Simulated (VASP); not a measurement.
A convergence study with VASP on Pd (fcc): one setting is varied, all else stays as given below, so the limit is that of these other settings.

```yaml
crystal:
  lattice:
    - [0.00000, 1.94500, 1.94500]
    - [1.94500, 0.00000, 1.94500]
    - [1.94500, 1.94500, 0.00000]
  atoms:
    - { symbol: Pd, position: [0.00000, 0.00000, 0.00000] }
```

Calculation: PBE GGA, VASP's PBE PAW potentials (set 64) (plane waves; VASP 6.6.1). The tightest run used: 550 eV cut-off, 26×26×26 Γ-centred mesh, first-order Methfessel-Paxton smearing of 0.10 eV, potentials Pd.

```csv
setting,E (eV/atom),pressure (GPa),irreducible k-points
1×1×1 mesh,-12.5614,-58.90,1
2×2×2 mesh,-1.7983,66.77,3
3×3×3 mesh,-4.3421,19.93,4
4×4×4 mesh,-5.3535,6.78,8
5×5×5 mesh,-5.0418,9.59,10
6×6×6 mesh,-5.2137,5.65,16
8×8×8 mesh,-5.1820,8.07,29
9×9×9 mesh,-5.2102,6.63,35
10×10×10 mesh,-5.2189,6.87,47
11×11×11 mesh,-5.1896,7.51,56
12×12×12 mesh,-5.2070,6.91,72
13×13×13 mesh,-5.2075,7.25,84
```

Q: These are the cheaper rows. Estimate the results at 26×26×26 mesh, and how far the last row shown lies from them.

A: 
| quantity | tightest run | last row shown is off by |
|---|---|---|
| E (eV/atom) | -5.2042 | -0.0033 |
| pressure (GPa) | 7.02 | 0.23 |

Left out are rungs that failed or repeat a setting and relaxations that didn't move; long series are thinned to 24 rows.

The compound is Pd in the fcc structure. The cell was not relaxed at this level.
